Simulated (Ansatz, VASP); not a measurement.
# Sn in two plane-wave programs

One calculation is typed for both programs; each brings its own data sets. How far apart do they land? The cell is taken from a series of runs on this material, whose earlier steps may have relaxed, scaled, displaced or heated it; both programs get it as it stands.

Method: plane waves, with VASP 6.6.1 beside it; zone-centre phonons at PBEsol, in Ansatz 0.2.0.

## Step 1: Starting point

It takes space group R-3m (No. 166, trigonal). Conventional cell: a = 4.579 Å, b = 4.579 Å, c = 11.403 Å, α = 90.00°, β = 90.00°, γ = 120.00°. Sn has 4 Sn at 2.82 to 2.83 Å nearest.

## Step 2: Ansatz: zone-centre phonons, PBEsol

Ansatz runs on its PAW soft_1 files.

Second derivatives magnify differences that forces hide, and they need a tight electronic threshold.

input.yaml

```yaml
crystal:
  lattice:
    - [0.036142037, 3.273726466, 3.273726466]
    - [3.273726466, 0.036142037, 3.273726466]
    - [3.273726466, 3.273726466, 0.036142037]
  atoms:
    - { symbol: Sn, position: [0.5009987628, 0.5009987628, 0.5009987628] }
    - { symbol: Sn, position: [0.7490012372, 0.7490012372, 0.7490012372] }
kpoints:
  mp_grid: { grid: [12, 12, 12] }
hamiltonian:
  xc: pbesol
  pseudopotentials: { kind: paw, azcp: { folder: soft_1 }, xc_functional: pbe }
scf:
  occupations: { method: methfessel_paxton, width: 0.2 }
output:
  eigenvalues: true
phonons:
  method: dfpt
```

Command:

```
> ansatz run input.yaml --threads 4 --pin off --max-ram 10240MiB --backend cpu --events-out ev --progress --plain --runs-dir out
```

Numbers of over 12 decimals in the logs are rounded to 6 here.

Log:

```text
Engine: ansatz 0.2.0, x86_64-unknown-linux-gnu
Pseudopotentials: kind: paw
Pseudopotential: Sn, paw, valence charge 14, recommended cutoff 420 eV (normal), soft_1/Sn.paw.azcp
Functional definition: PBEsol
  exchange = pbesol_x
  correlation = pbesol_c
Crystal: 2 atoms, lattice volume = 69.009 Å³
Basis set: ecut = 420 eV, 1363 PW (Γ), exchange–correlation on 64×64×64 points (8 copies of the dense FFT grid, shifted against one another)
Bands: 18, of which v1, the nominal top of the filled ones, is band 14 counted from 1 (13 counted from 0)
Symmetry: 12 space group operations
k-points: 476 of 1728 (irreducible under 2 space group operations, time reversal used)
Non-local potential: Sn, projectors of the file, l = 0: 2, l = 1: 2, l = 2: 2, l = 3: 1
PAW form: soft (Blöchl's): semilocal exchange-correlation on the pseudo side does not see the compensation charge
PAW frozen core: Sn, regenerated for the run's functional, and the local potential with it (the file was generated under x = pbe(κ = 0.804, μ = 0.219515), c = pbe(β = 0.066725))
PAW one-centre angular grid: Sn, 590 points (default); XC on 64 Gauss nodes
Initial density: superposition of atomic densities (chi_scale 0.1, normalization cell)
Initial wavefunctions: pseudopotential atomic-orbital guess
Functional: x = pbesol(κ = 0.804, μ = 0.123457), c = pbesol(β = 0.046)
SCF iter   1: F=—  HF=-11899.713249 eV  |F-HF|=—  |Δ(HF+E_count)|=         —  Δρ=2.16e-2  dr2=3.37e-1  ethr=3.10e-3  ⟨swp⟩=5.5  Hψ=45324  notcnv=0
preconditioner: auto → Kerker (q_TF=auto, 2.347 Å⁻¹)  [metal: Δε(μ)=0.126 eV  Ē_g=19.913 eV  σ=0.200 eV  W_gap=0.47  n_scr=14 (ndim 8)  ℏωp=23.7 eV  f_vac=0.006  D(μ)=0.16/eV (n_scr^D=0)]
SCF iter   2: F=—  HF=-11899.672189 eV  |F-HF|=—  |Δ(HF+E_count)|=   4.11e-2  S|Δr|=    0.00e0  Δρ=1.40e-2  dr2=1.62e-1  ethr=1.21e-3  ⟨swp⟩=1.0  Hψ=12383  notcnv=0
SCF iter   3: F=—  HF=-11899.640744 eV  |F-HF|=—  |Δ(HF+E_count)|=   3.14e-2  S|Δr|=    0.00e0  Δρ=2.60e-3  dr2=1.31e-2  ethr=5.77e-4  ⟨swp⟩=1.0  Hψ=8568  notcnv=0
SCF iter   4: F=—  HF=-11899.641336 eV  |F-HF|=—  |Δ(HF+E_count)|=   5.92e-4  S|Δr|=    0.00e0  Δρ=1.42e-3  dr2=2.74e-3  ethr=4.69e-5  ⟨swp⟩=2.0  Hψ=10373  notcnv=0
SCF iter   5: F=—  HF=-11899.642477 eV  |F-HF|=—  |Δ(HF+E_count)|=   1.14e-3  S|Δr|=    0.00e0  Δρ=2.89e-4  dr2=7.50e-5  ethr=9.79e-6  ⟨swp⟩=2.0  Hψ=10479  notcnv=0
SCF iter   6: F=—  HF=-11899.642554 eV  |F-HF|=—  |Δ(HF+E_count)|=   7.70e-5  S|Δr|=    0.00e0  Δρ=5.54e-5  dr2=1.50e-6  ethr=2.68e-7  ⟨swp⟩=2.2  Hψ=11430  notcnv=0
SCF iter   7: F=—  HF=-11899.642562 eV  |F-HF|=—  |Δ(HF+E_count)|=   7.36e-6  S|Δr|=    0.00e0  Δρ=9.68e-6  dr2=5.64e-8  ethr=5.36e-9  ⟨swp⟩=2.0  Hψ=10557  notcnv=0
SCF iter   8: F=—  HF=-11899.642562 eV  |F-HF|=—  |Δ(HF+E_count)|=   1.66e-7  S|Δr|=    0.00e0  Δρ=2.42e-6  dr2=5.86e-9  ethr=2.01e-10  ⟨swp⟩=2.9  Hψ=15737  notcnv=0
SCF iter   9: F=—  HF=-11899.642562 eV  |F-HF|=—  |Δ(HF+E_count)|=   4.87e-9  S|Δr|=    0.00e0  Δρ=7.91e-7  dr2=9.63e-10  ethr=2.09e-11  ⟨swp⟩=2.0  Hψ=10477  notcnv=0
SCF iter  10: F=—  HF=-11899.642562 eV  |F-HF|=—  |Δ(HF+E_count)|=  4.60e-10  S|Δr|=    0.00e0  Δρ=3.82e-7  dr2=1.84e-10  ethr=3.44e-12  ⟨swp⟩=2.3  Hψ=11437  notcnv=0
SCF iter  11: F=—  HF=-11899.642562 eV  |F-HF|=—  |Δ(HF+E_count)|=  1.07e-10  S|Δr|=    0.00e0  Δρ=9.59e-8  dr2=1.10e-11  ethr=1.00e-12  ⟨swp⟩=2.0  Hψ=10220  notcnv=0
SCF iter  12: F=-11899.642562 eV  HF=-11899.642562 eV  |F-HF|=3.64e-12  |Δ(HF+E_count)|=  2.00e-11  S|Δr|=    0.00e0  Δρ=5.12e-8  dr2=1.47e-12  ethr=1.00e-12  ⟨swp⟩=6.0  Hψ=38395  notcnv=0
SCF 1 converged in 12 iterations: F = -11899.642562 eV  dr2 = 1.47e-12
  greatest PAW one-centre occupation: 0.991 electrons in one spin orbital (limit 2), on the Sn atom at site 1 (counted from 0), in its partial waves of l = 2
DFPT response loops at Γ: preconditioner auto → Kerker (q_TF=auto, 2.347 Å⁻¹) (partly filled bands, converged f_vac=0.085); β = 1.00, the filter's whole step (`scf.mixing.beta` (0.50) is not read by the response loops under this deck's `scf.mixing.preconditioner`; to damp them name `kerker` or `kerker_dos`, under which they read `scf.mixing.beta`, and type it under 1.00, their step now; both keys bind the ground state too); Broyden in place of MSR1
SCF converged after 12 iterations
Stability not checked: this state was not tested for a lower state beside it, because cold or Methfessel-Paxton smearing, or corrected tetrahedra, fill the levels in a way that the test cannot read (fill_not_monotonic; see scf.lower_state_search)
Free energy (F): -11899.642562 eV
Harris-Foulkes:  -11899.642562 eV  (|F-HF|=3.64e-12)
Internal energy: -11899.642307 eV  (E = F + TS)
E sigma→0 (E₀):  -11899.642498 eV
Entropy (-TS):   -0.000255 eV (-0.127 meV/atom)
Fermi energy:    7.594121 eV
Step filling:    the computed levels leave a gap of 0.0000 eV = 0.0 smearing widths at the electron count; against every level under it full and every level over it empty, smearing changes F+E_penalty+E_count by -0.331 meV and its σ→0 estimate by -0.267 meV
--- Per-component energies (eV) ---
  E_band       = -252.765365
  E_kinetic    = 337.113111
  E_local      = -2634.129037  (includes V_loc(G=0)·N_el)
  E_nonlocal   = 293.867017
  E_hartree    = 1279.762637
  E_xc         = -249.076250
  E_vxc        = -160.459983  (∫ρ·V_xc dr)
  E_paw        = -8592.681131  (= ΣΔE_a)
  E_vpaw       = -648.682336  (= ΣTr[D̂ρ^β])
  E_aug_tail   = 0.000576  (compensation charges beyond the density's cutoff)
  E_ewald      = -2335.068909
  E_core_change = 0.569679  (= ΣΔE_core)
  E_smearing   = -0.000255  (= −TS)
  E_closure    = -0.000000  (closes the sum)
  Σ components = -11899.642562   (vs F -11899.642562, Δ=0.00e0)
--- Band table (eV; the first three rows and the last of 476) ---
  k-point 0: bands = [... 10 lower, -2.9619, 6.8296, 7.5894, 7.7393, 7.7393, 9.6967, 9.7823, 9.7823]
  k-point 1: bands = [... 10 lower, -2.8945, 6.0169, 7.4700, 7.5947, 8.0642, 9.8847, 9.9629, 10.0563]
  k-point 2: bands = [... 10 lower, -2.6952, 4.7896, 7.1753, 7.2875, 8.0620, 10.2602, 10.3389, 10.9161]
  k-point 475: bands = [... 10 lower, -1.4083, 1.2882, 6.5701, 6.5701, 7.6661, 10.8686, 10.8686, 13.2051]
--- Phonons (Γ-DFPT): 1 representative perturbation + reference, on 476 of 1728 k-points (Σ response iterations 3) ---
  k mesh reduced under 2 symmetry operations, with k and −k counted as one. Each operation leaves every solved perturbation unchanged. A smaller set is not used because it would not reduce the number of displacements times k-points to solve
  ASR residual: 3.508e-6 → 0.000e0 eV/Å²; symmetrization residual: 2.357e-12 eV/Å²
  ASR residual per site (eV/Å²): 3.51e-6 3.51e-6
  Γ frequencies (cm⁻¹): 0.00 0.00 0.00 183.42 183.42 183.85
  non-analytic LO–TO correction: not included (Born effective charges unavailable; polar crystals: no LO–TO splitting at Γ)
```

## Step 3: VASP: zone-centre phonons, PBEsol

The same cell, functional, mesh and smearing now go to VASP, with its own data sets.

Lines of VASP's logs that name or quote its potential files are left out, and so is its time.

INCAR

```
SYSTEM = Sn
PREC = Accurate
ENCUT = 500
EDIFF = 1E-08
NELM = 120
ISMEAR = 1
SIGMA = 0.2
LREAL = .FALSE.
ALGO = Normal
GGA = PS
NBANDS = 20
LORBIT = 11
LWAVE = .FALSE.
LCHARG = .FALSE.
ISIF = 2
IBRION = 8
LASPH = .TRUE.
GGA_COMPAT = .FALSE.
KPAR = 2
```

POSCAR

```
Sn
1.0
    0.0361420370      3.2737264660      3.2737264660
    3.2737264660      0.0361420370      3.2737264660
    3.2737264660      3.2737264660      0.0361420370
Sn
2
Direct
    0.5009987628      0.5009987628      0.5009987628
    0.7490012372      0.7490012372      0.7490012372
```

KPOINTS

```
Automatic mesh
0
Gamma
12 12 12
0 0 0
```

The projector-augmented-wave data sets are Sn_d (PBE family, release 64).

Command:

```
> mpirun -np 2 vasp_std
```

Log:

```text
[banner, memory and clock lines left out]
running    2 mpi-ranks, on    1 nodes
 distrk:  each k-point on    1 cores,    2 groups
 distr:  one band on    1 cores,    1 groups

 POSCAR found type information on POSCAR Sn
 POSCAR found :  1 types and       2 ions
|                                                                             |
|               ----> ADVICE to this user running VASP <----                  |
|                                                                             |
|     You enforced a specific xc type in the INCAR file but a different       |
|     [... a line on the potential file left out ...]
|     I HOPE YOU KNOW WHAT YOU ARE DOING!                                     |
|                                                                             |

 LDA part: xc-table for (Slater+PW92), standard interpolation
 POSCAR, INCAR and KPOINTS ok, starting setup
 FFT: planning ... GRIDC
 FFT: planning ... GRID_SOFT
 FFT: planning ... GRID
 WAVECAR not read
 entering main loop
       N       E                     dE             d eps       ncg     rms          rms(c)
DAV:   1     0.220794621655E+03    0.22079E+03   -0.14789E+04  7600   0.199E+03
DAV:   2     0.146337639517E+02   -0.20616E+03   -0.20237E+03  7584   0.438E+02
DAV:   3    -0.782874999416E+01   -0.22463E+02   -0.22326E+02  8604   0.142E+02
DAV:   4    -0.853921870750E+01   -0.71047E+00   -0.71006E+00  8568   0.285E+01
DAV:   5    -0.856406780356E+01   -0.24849E-01   -0.24849E-01 10432   0.518E+00    0.323E+00
DAV:   6    -0.849407560632E+01    0.69992E-01   -0.44035E-02 10192   0.278E+00    0.183E+00
DAV:   7    -0.846054333135E+01    0.33532E-01   -0.53966E-02  8580   0.262E+00    0.166E-01
DAV:   8    -0.846147278480E+01   -0.92945E-03   -0.69906E-03  8296   0.101E+00    0.548E-02
DAV:   9    -0.846173397817E+01   -0.26119E-03   -0.34950E-04  9168   0.137E-01    0.113E-02
DAV:  10    -0.846174426845E+01   -0.10290E-04   -0.20839E-05  9268   0.433E-02    0.530E-03
DAV:  11    -0.846174599229E+01   -0.17238E-05   -0.33399E-06  9492   0.117E-02    0.894E-04
DAV:  12    -0.846174593150E+01    0.60788E-07   -0.21956E-07  9140   0.428E-03    0.568E-04
DAV:  13    -0.846174594192E+01   -0.10424E-07   -0.28678E-08  7080   0.122E-03    0.134E-04
DAV:  14    -0.846174593604E+01    0.58876E-08   -0.35722E-09  4980   0.711E-04
   1 F= -.84617459E+01 E0= -.84616611E+01  d E =-.254610E-03
 Linear response reoptimize wavefunctions to high precision
DAV:   1    -0.846174594009E+01   -0.40527E-08   -0.13526E-09  5432   0.484E-04
DAV:   2    -0.846174594010E+01   -0.12278E-10   -0.37865E-10  4412   0.209E-04
 Linear response DOF=           1
 Linear response progress:
  Degree of freedom:   1/  1
       N       E                     dE             d eps       ncg     rms          rms(c)
RMM:   1    -0.214110151730E+00   -0.21411E+00    0.55783E-01 23858   0.100E+01
RMM:   2    -0.220776490019E+00   -0.66663E-02   -0.19849E-02 33353   0.117E+00    0.703E-02
RMM:   3    -0.220947592154E+00   -0.17110E-03   -0.16390E-03 35117   0.325E-01    0.327E-02
RMM:   4    -0.220857093555E+00    0.90499E-04   -0.11426E-04 34892   0.980E-02    0.115E-02
RMM:   5    -0.220848143785E+00    0.89498E-05   -0.16895E-05 35608   0.332E-02    0.386E-03
RMM:   6    -0.220847584415E+00    0.55937E-06   -0.14526E-06 35191   0.958E-03    0.188E-03
RMM:   7    -0.220844919165E+00    0.26653E-05   -0.32247E-07 35091   0.349E-03    0.294E-04
RMM:   8    -0.220842617731E+00    0.23014E-05   -0.48320E-08 36474   0.124E-03    0.237E-04
RMM:   9    -0.220840442447E+00    0.21753E-05   -0.51015E-09 35680   0.517E-04    0.565E-05
RMM:  10    -0.220840916606E+00   -0.47416E-06   -0.94982E-08 37826   0.217E-04    0.323E-05
RMM:  11    -0.220840894824E+00    0.21782E-07    0.33408E-08 36379   0.111E-04    0.625E-06
RMM:  12    -0.220840884805E+00    0.10020E-07    0.27090E-08 39042   0.612E-05    0.567E-06
RMM:  13    -0.220840873664E+00    0.11141E-07    0.29013E-08 38647   0.387E-05    0.306E-06
RMM:  14    -0.220840858949E+00    0.14715E-07    0.13945E-08 43289   0.284E-05    0.168E-06
RMM:  15    -0.220840841055E+00    0.17894E-07    0.13517E-08 43245   0.237E-05    0.194E-07
RMM:  16    -0.220840842059E+00   -0.10033E-08    0.16060E-09 35937   0.209E-05    0.460E-07
 first order change of Fermi-energy   0.13023E+00
 force on displaced ion       1 direction 1 :  -7.367  -0.012  -0.012
 Linear response finished
```

From OUTCAR (step 3):

```text
ion  position               nearest neighbor table
   1  0.501  0.501  0.501-   2 2.82   2 2.82   2 2.82   2 2.83
   2  0.749  0.749  0.749-   1 2.82   1 2.82   1 2.82   1 2.83

  LATTYP: Found a trigonal (rhomboedric) cell.
 ALAT       =     4.6298894366
 COS(alpha) =     0.5110088881

 Subroutine GETGRP returns: Found 12 space group operations
 (whereof  6 operations were pure point group operations)

The static configuration has the point symmetry C_3v.
 The point group associated with its full space group is D_3d.

 Found    189 irreducible k-points:

   k-points           NKPTS =    189   k-points in BZ     NKDIM =    189   number of bands    NBANDS=     20

   dimension x,y,z NGX =    36 NGY =   36 NGZ =   36
   dimension x,y,z NGXF=    72 NGYF=   72 NGZF=   72

   ENCUT  =  500.0 eV  36.75 Ry    6.06 a.u.   8.44  8.44  8.44*2*pi/ulx,y,z

   NELECT =      28.0000    total number of electrons

 k-points in reciprocal lattice and weights: Automatic mesh
   0.00000000  0.00000000  0.00000000       0.001
   0.08333333  0.00000000  0.00000000       0.003
   0.16666667 -0.00000000  0.00000000       0.003
   0.25000000 -0.00000000 -0.00000000       0.003
   0.33333333  0.00000000 -0.00000000       0.003
   0.41666667  0.00000000 -0.00000000       0.003
   0.50000000 -0.00000000 -0.00000000       0.002
   0.08333333  0.08333333 -0.00000000       0.003
   0.16666667  0.08333333  0.00000000       0.007
[...]
-0.41666667  0.50000000  0.41666667       0.003
   0.50000000  0.50000000  0.50000000       0.001

 average (electrostatic) potential at core
       1-101.4104       2-101.4104

  Total        0.2185201      0.2185201      0.2185201     -0.1243713     -0.1243713     -0.1243713
  in kB        5.0733722      5.0733722      5.0733722     -2.8875221     -2.8875221     -2.8875221
  external PRESSURE =       5.0733722 kB  Pullay stress =       0.0000000 kB

  energy-cutoff  :      500.00
  volume of cell :       69.01
      direct lattice vectors                 reciprocal lattice vectors
     0.036142037  3.273726466  3.273726466    -0.155283937  0.153588317  0.153588317
     3.273726466  0.036142037  3.273726466     0.153588317 -0.155283937  0.153588317
     3.273726466  3.273726466  0.036142037     0.153588317  0.153588317 -0.155283937

 POSITION                                       TOTAL-FORCE (eV/Angst)
 -----------------------------------------------------------------------------------
      3.29837      3.29837      3.29837        -0.000242     -0.000242     -0.000242
      4.93112      4.93112      4.93112         0.000242      0.000242      0.000242
 -----------------------------------------------------------------------------------
    total drift:                                0.000000      0.000000      0.000000

 Eigenvectors and eigenvalues of the dynamical matrix
 ----------------------------------------------------

   1 f  =    5.516836 THz    34.663302 2PiTHz  184.021838 cm-1    22.815790 meV
             X         Y         Z           dx          dy          dz
      3.298373  3.298373  3.298373     0.408248    0.408248    0.408248
      4.931121  4.931121  4.931121    -0.408248   -0.408248   -0.408248

   2 f  =    5.503216 THz    34.577723 2PiTHz  183.567513 cm-1    22.759461 meV
             X         Y         Z           dx          dy          dz
      3.298373  3.298373  3.298373    -0.500000    0.500000   -0.000000
      4.931121  4.931121  4.931121     0.500000   -0.500000   -0.000000

   3 f  =    5.503216 THz    34.577723 2PiTHz  183.567513 cm-1    22.759461 meV
             X         Y         Z           dx          dy          dz
      3.298373  3.298373  3.298373     0.288675    0.288675   -0.577350
      4.931121  4.931121  4.931121    -0.288675   -0.288675    0.577350

   4 f  =    0.000000 THz     0.000001 2PiTHz    0.000003 cm-1     0.000000 meV
             X         Y         Z           dx          dy          dz
      3.298373  3.298373  3.298373    -0.003101   -0.549353   -0.445199
      4.931121  4.931121  4.931121    -0.003101   -0.549353   -0.445199

   5 f  =    0.000000 THz     0.000000 2PiTHz    0.000001 cm-1     0.000000 meV
             X         Y         Z           dx          dy          dz
      3.298373  3.298373  3.298373     0.707087    0.000327   -0.005328
      4.931121  4.931121  4.931121     0.707087    0.000327   -0.005328

   6 f/i=    0.000000 THz     0.000001 2PiTHz    0.000003 cm-1     0.000000 meV
             X         Y         Z           dx          dy          dz
      3.298373  3.298373  3.298373     0.004345   -0.445210    0.549336
      4.931121  4.931121  4.931121     0.004345   -0.445210    0.549336

 ELASTIC MODULI CONTR FROM IONIC RELAXATION (kBar)
 Direction    XX          YY          ZZ          XY          YZ          ZX
 --------------------------------------------------------------------------------
 XX          -0.1811     -0.1367     -0.1367      2.0028      5.3669      2.3091
 YY          -0.1367     -0.1811     -0.1367      2.3091      2.0028      5.3669
 ZZ          -0.1367     -0.1367     -0.1811      5.3669      2.3091      2.0028
 XY           2.0028      2.3091      5.3669   -224.5345      9.1862      9.1862
 YZ           5.3669      2.0028      2.3091      9.1862   -224.5345      9.1862
 ZX           2.3091      5.3669      2.0028      9.1862      9.1862   -224.5345
 --------------------------------------------------------------------------------
```

## Step 4: Differences

Known differences besides the potentials themselves: the cutoff is 420 eV in Ansatz and 500 eV in VASP; Ansatz makes its cores anew for this functional, VASP keeps those of its PBE data sets. Total energies have different zeros and are not compared.

The two programs side by side:

```
                  quantity  Ansatz   VASP  difference
optical mode 1 to 2 (cm⁻¹)   183.4  183.6     -0.08 %
     optical mode 3 (cm⁻¹)   183.8  184.0     -0.09 %
```

Modes are paired by rising frequency, not by their patterns, so a pair may set unlike modes beside each other; they are those without the splitting of longitudinal modes.

## Step 5: Summary of results

```
r.m.s. difference of the optical zone-centre modes, each program's sorted by frequency (zone-centre phonons, PBEsol) : 0.16 cm⁻¹
```

What this shows: The r.m.s. difference of the optical zone-centre modes, each program's sorted by frequency is 0.16 cm⁻¹ (zone-centre phonons, PBEsol). How closely two codes agree says nothing of how well the functional describes the real material.

[Lines on the potential files, build, host, timing and source positions are cut from VASP's logs without a mark.]

[Logs are printed without paths, hosts, clocks, repeated set-up lines and the standing remarks that a program may print on its own settings, such as how far it seeks lower states.]

[Hosts, paths, dates, database ids (printed as entryN), source tags and the programs' standing remarks are cut or masked in the printed files.]
